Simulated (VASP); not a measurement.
# InGaO2 (P-6m2) in VASP: relaxation of cell and atoms with PBE

Aim: the relaxation of cell and atoms of InGaO2 with PBE.

All numbers are computed with VASP 6.6.1; they aren't measurements. Logs are shortened: lines on timing, memory, paths and dates and some standing lists are left out, and cuts for length are marked.

## (1) The structure

It takes space group P-6m2 (No. 187, hexagonal). The conventional cell has a = 3.798 Å, b = 3.798 Å, c = 4.809 Å, α = 90.00°, β = 90.00°, γ = 120.00°. Around In (site symmetry -6m2) lie 6 O at 2.50 Å. Ga (site symmetry -6m2) is surrounded by 6 O at 2.50 Å. O (site symmetry 3m) is surrounded by 2 O at 2.40 to 2.41 Å and 3 In at 2.50 Å and 3 Ga at 2.50 Å.

The cell was built by a generator and needn't be a form met in nature.

## (2) Relaxation of cell and atoms, PBE

INCAR reads:

```
SYSTEM = InGaO2
ALGO = Fast
EDIFF = 1E-4
EDIFFG = -0.08
ENCUT = 520
GGA = PE
IBRION = 2
ISIF = 3
ISMEAR = 0
LASPH = .True.
LCHARG = .False.
LREAL = .False.
LWAVE = .False.
NELM = 60
NSW = 24
PREC = Normal
SIGMA = 0.15
```

KPOINTS reads:

```
k-points
0
Gamma
  5 5 3
  0 0 0
```

POSCAR reads:

```
InGaO2
1.0
    3.7979605600      0.0000000000      0.0000000000
   -1.8989802800      3.2891303300      0.0000000000
    0.0000000000      0.0000000000      4.8092255300
In Ga O
1 1 2
Direct
    0.6666666700      0.3333333300      0.5000000000
    0.3333333300      0.6666666700      0.0000000000
    0.0000000000      0.0000000000      0.2501881100
    0.0000000000      0.0000000000      0.7498118900
```

Potentials or basis: VASP PAW PBE potentials, release 64 (In_d, Ga_d, O).

Run with:

```
$ cat potpaw_PBE.64/In_d/POTCAR potpaw_PBE.64/Ga_d/POTCAR potpaw_PBE.64/O/POTCAR > POTCAR
$ mpirun -np 1 vasp_std > vasp.out
```

OUTCAR:

```text
SYSTEM = InGaO2
   EDIFF = 1E-4
   EDIFFG = -0.08
   ENCUT = 520
   GGA = PE
   IBRION = 2
   ISIF = 3
   ISMEAR = 0
   LASPH = .True.
   LREAL = .False.
   NELM = 60
   NSW = 24
   PREC = Normal

 ion  position               nearest neighbor table
   1  0.667  0.333  0.500-   3 2.50   4 2.50   3 2.50   4 2.50   3 2.50   4 2.50   2 3.25   2 3.25
                             2 3.25   2 3.25   2 3.25   2 3.25
   2  0.333  0.667  0.000-   1 3.25   1 3.25   1 3.25   1 3.25   1 3.25   1 3.25
   3  0.000  0.000  0.250-   1 2.50   1 2.50   1 2.50
   4  0.000  0.000  0.750-   1 2.50   1 2.50   1 2.50

  LATTYP: Found a hexagonal cell.
 ALAT       =     3.7979605600
 C/A-ratio  =     1.2662652637

  Lattice vectors:

 A1 = (   3.7979605600,   0.0000000000,   0.0000000000)
 A2 = (  -1.8989802800,   3.2891303300,   0.0000000000)
 A3 = (   0.0000000000,   0.0000000000,   4.8092255300)

Analysis of symmetry for initial positions (statically):
=====================================================================
 Subroutine PRICEL returns:
 Original cell was already a primitive cell.

 Routine SETGRP: Setting up the symmetry group for a
 hexagonal supercell.

 Subroutine GETGRP returns: Found 12 space group operations
 (whereof 12 operations were pure point group operations)
 out of a pool of 24 trial point group operations.

The static configuration has the point symmetry D_3h.

Analysis of symmetry for dynamics (positions and initial velocities):
=====================================================================
 Subroutine PRICEL returns:
 Original cell was already a primitive cell.

 Routine SETGRP: Setting up the symmetry group for a
 hexagonal supercell.

 Subroutine GETGRP returns: Found 12 space group operations
 (whereof 12 operations were pure point group operations)
 out of a pool of 24 trial point group operations.

The dynamic configuration has the point symmetry D_3h.

 Subroutine INISYM returns: Found 12 space group operations
 (whereof 12 operations are pure point group operations),
 and found     1 'primitive' translations

----------------------------------------------------------------------------------------

                                     Primitive cell

  volume of cell :      60.0768

  direct lattice vectors                    reciprocal lattice vectors
     3.797960560  0.000000000  0.000000000     0.263299206  0.152015867  0.000000000
    -1.898980280  3.289130330  0.000000000     0.000000000  0.304031735  0.000000000
     0.000000000  0.000000000  4.809225530     0.000000000  0.000000000  0.207933688

  length of vectors
[... 94 lines left out ...]
  Thomas-Fermi vector in A             =   2.527769
   LORBIT       =      0    0 simple, 1 ext, 2 COOP (PROOUT), +10 PAW based schemes
   GGA     = PE    functional components
   LHFCALC =     F    Hartree Fock is set to
   AEXX    =    0.0000 exact exchange contribution
   IVDW    =     0    specifies the selected vdW correction
   LEPSILON=     F    determine dielectric tensor
   LRPA    =     F    only Hartree local field effects (RPA)
 conjugate gradient relaxation of ions
 non-spin polarized calculation
 RMM-DIIS sequential band-by-band and
 Gauss-broadening in eV      SIGMA  =   0.15
  energy-cutoff  :      520.00
  volume of cell :       60.08
 maximum number of plane-waves:      1630
   NGX = 15   NGY = 15   NGZ = 17

--------------------------------------- Ionic step        1  -------------------------------------------

 number of electron      38.0000024 magnetization

 Free energy of the ion-electron system (eV)
  ---------------------------------------------------
  ext. energy  EPLUGINS =         0.00000000
  ---------------------------------------------------
  free energy    TOTEN  =       -16.80385774 eV

  energy without entropy =      -16.75084620  energy(sigma->0) =      -16.77735197

------------------------ aborting loop because EDIFF is reached ----------------------------------------

  FORCE on cell =-STRESS in cart. coord.  units (eV):
  Direction    XX          YY          ZZ          XY          YZ          ZX
  --------------------------------------------------------------------------------------
  -------------------------------------------------------------------------------------
  Total       -5.1855651     -5.1855651      5.1263311      0.0000000     -0.0000000      0.0000000
  in kB     -138.2929355   -138.2929357    136.7132334      0.0000000     -0.0000000      0.0000000
  external PRESSURE =     -46.6242126 kB  Pullay stress =       0.0000000 kB
[... 63 lines left out ...]
--------------------------------------- Ionic step        3  -------------------------------------------

 number of electron      37.9999964 magnetization

 E-fermi :  10.6804     XC(G=0): -12.7481

 val. band max:       10.5017363565   @ k =   0.4000   0.2000   0.3333
 cond. band min:      10.7188278413   @ k =   0.2000   0.2000   0.3333
 fundamental gap:      0.2170914848
 Fermi energy:        10.6804395044

 k-point     1 :       0.0000    0.0000    0.0000
  band No.  band energies     occupation
      1     -11.0042      2.00000
      2      -9.9730      2.00000
      3      -5.5324      2.00000
      4      -5.3286      2.00000
      5      -5.3286      2.00000
      6      -4.5641      2.00000
[... 280 lines left out ...]
  FREE ENERGIE OF THE ION-ELECTRON SYSTEM (eV)
  ---------------------------------------------------
  free  energy   TOTEN  =       -16.8323222550 eV

  energy  without entropy=      -16.8141089016  energy(sigma->0) =      -16.82321558

[... ionic steps 4 to 14 ...]

--------------------------------------- Ionic step       15  -------------------------------------------

 number of electron      38.0000024 magnetization

------------------------ aborting loop because EDIFF is reached ----------------------------------------
[... 71 lines left out ...]
--------------------------------------- Ionic step       17  -------------------------------------------

 number of electron      38.0000019 magnetization

 Free energy of the ion-electron system (eV)
  ---------------------------------------------------
  ext. energy  EPLUGINS =         0.00000000
  ---------------------------------------------------
  free energy    TOTEN  =       -18.85984870 eV

  energy without entropy =      -18.85861374  energy(sigma->0) =      -18.85923122

 E-fermi :   6.1060     XC(G=0): -11.0697

 val. band max:        5.8476823450   @ k =   0.2000   0.2000   0.3333
 cond. band min:       6.2861543337   @ k =   0.0000   0.0000   0.3333
 fundamental gap:      0.4384719887
 Fermi energy:         6.1060422063

 k-point     1 :       0.0000    0.0000    0.0000
  band No.  band energies     occupation
      1     -12.7777      2.00000
      2     -11.6749      2.00000
      3      -8.3022      2.00000
      4      -8.3022      2.00000
      5      -8.2554      2.00000
      6      -7.9669      2.00000
[... 280 lines left out ...]
  FREE ENERGIE OF THE ION-ELECTRON SYSTEM (eV)
  ---------------------------------------------------
  free  energy   TOTEN  =       -18.8598486975 eV

  energy  without entropy=      -18.8586137366  energy(sigma->0) =      -18.85923122

 reached required accuracy - stopping structural energy minimisation
```

Wall time 99 s (1 thread of Intel Xeon Platinum 8375C at 2.90GHz (Ice Lake), shared host); peak memory 0.15 GiB.

Results:

```yaml
Free_energy: -18.8598 eV
Relaxed_volume: 13.98 Å³/atom
Relaxed_cell: a = 3.232 Å, b = 3.232 Å, c = 6.183 Å, α = 90.00°, β = 90.00°, γ = 120.00°
Space_group_after_relaxing_to_0.05_Å: P-6m2 (No. 187)
Energy_gained_by_relaxing: 514.0 meV/atom
Ionic_steps: 17
Pressure_after_relaxing: 0.0 GPa
Largest_force_after_relaxing: 0.013 eV/Å
Band_gap_on_the_k_mesh: 0.44 eV, indirect (least direct gap 1.66 eV)
```

Forces on the atoms (eV/Å):
```
In   0.000  0.000  0.000
Ga   0.000  0.000  0.000
O    0.000  0.000  0.013
O    0.000  0.000 -0.013
```

Stress tensor (GPa, compression positive):
```
 0.21  0.00  0.00
 0.00  0.21  0.00
 0.00  0.00 -0.39
```

Step by step:
| step | energy change (eV) | largest force (eV/Å) | pressure (GPa) | volume (Å³) |
| --- | --- | --- | --- | --- |
| 1 | 0.0000 | 0.0915 | -4.66 | 60.08 |
| 2 | -1.0281 | 0.3410 | -0.42 | 56.06 |
| 3 | -0.0285 | 0.1734 | 43.03 | 42.13 |
| 4 | -1.4423 | 0.6730 | 10.56 | 50.94 |
| 5 | -1.6712 | 1.4535 | -4.21 | 56.60 |
| 6 | -1.7142 | 1.3269 | -0.78 | 55.04 |
| 7 | -1.9021 | 1.0687 | -2.64 | 56.14 |
| 8 | -2.0182 | 0.5654 | -3.52 | 57.23 |
| 9 | -1.8205 | 1.7630 | -2.59 | 59.41 |
| 10 | -2.0368 | 0.2314 | -3.25 | 57.61 |
| 11 | -2.0374 | 0.1287 | -3.35 | 57.72 |
| 12 | -2.0091 | 0.6722 | 5.09 | 54.23 |
| 13 | -2.0533 | 0.1379 | -0.58 | 56.41 |
| 14 | -2.0534 | 0.1598 | 0.27 | 56.31 |
| 15 | -2.0534 | 0.1462 | -0.67 | 56.38 |
| 16 | -2.0534 | 0.1510 | -0.17 | 56.34 |
| 17 | -2.0560 | 0.0130 | 0.01 | 55.93 |

Final structure:
```
In Ga O
1.0
     3.23192    0.00000    0.00000
    -1.61596    2.79892    0.00000
     0.00000    0.00000    6.18259
In Ga O
1 1 2
Cartesian
  1.6160 0.9330 3.0913
  0.0000 1.8659 0.0000
  0.0000 0.0000 1.8187
  0.0000 0.0000 4.3639
```

Levels at points of the mesh, in eV from the valence-band top:
| k point | band 15 | band 16 | band 17 | band 18 | band 19 | band 20 | band 21 | band 22 | band 23 |
| --- | --- | --- | --- | --- | --- | --- | --- | --- | --- |
| (0.00, 0.00, 0.00) | -2.41 | -2.14 | -2.14 | -1.78 | -1.78 | 1.85 | 2.92 | 9.23 | 9.23 |

Caveat: the k mesh is coarse (spacing up to 0.44 Å⁻¹), so the values aren't converged; spin-orbit coupling is left out, which moves the levels of the heavy elements; an odd mesh through Γ misses points on the zone boundary, where band edges often lie; the relaxation stopped at a loose force limit of 0.08 eV/Å, so its end isn't a converged minimum.
